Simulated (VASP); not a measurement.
VASP ran on this input.

**INCAR**
```
SYSTEM=CdTe
PREC=Accurate; ENCUT=520; LREAL=.False.
LASPH=.True.
EDIFF=1E-7; NELM=100; ALGO=Normal
LMAXMIX=4
ISMEAR=-5
GGA=PE
ISIF=2
LWAVE=.False.; LCHARG=.True.; LORBIT=11
NEDOS=601
```

**POSCAR**
```
CdTe
1
    0.0000000000     3.3124350064     3.3124350064
    3.3124350064     0.0000000000     3.3124350064
    3.3124350064     3.3124350064     0.0000000000
Cd Te
1 1
Direct
  0.0000000000   0.0000000000   0.0000000000
  0.2500000000   0.2500000000   0.2500000000
```

KPOINTS:
```
Automatic mesh
0
Gamma
8 8 8
0 0 0
```

POTCAR, in this order: Cd Te (PBE.64 set). Program: vasp_std.

### Question
Translate this PBE calculation to Quantum ESPRESSO's pw.x.

### Answer
One equivalent input (not run):
```
&CONTROL
  calculation = 'scf'
  pseudo_dir = './pseudo'
  outdir = './out'
  tprnfor = .true.
  tstress = .true.
/
&SYSTEM
  ibrav = 0
  nat = 2
  ntyp = 2
  ecutwfc = 102
  occupations = 'tetrahedra'
  input_dft = 'pbe'
/
&ELECTRONS
  conv_thr = 7.3e-09
  electron_maxstep = 100
/
ATOMIC_SPECIES
  Cd 112.414 Cd.upf
  Te 127.600 Te.upf
CELL_PARAMETERS angstrom
     0.0000000    3.3124350    3.3124350
     3.3124350    0.0000000    3.3124350
     3.3124350    3.3124350    0.0000000
ATOMIC_POSITIONS crystal
  Cd   0.0000000  0.0000000  0.0000000
  Te   0.2500000  0.2500000  0.2500000
K_POINTS automatic
  8 8 8 0 0 0
```
Limits of the translation: the potentials are each code's own (VASP's PAW set, PseudoDojo norm-conserving files in pw.x), so ENCUT and ecutwfc are chosen apart and not converted; conv_thr bounds pw.x's estimated SCF error, while EDIFF bounds the energy change between steps.

The compound is CdTe in the zinc blende structure. It was relaxed first, which changed the volume by +7 %.
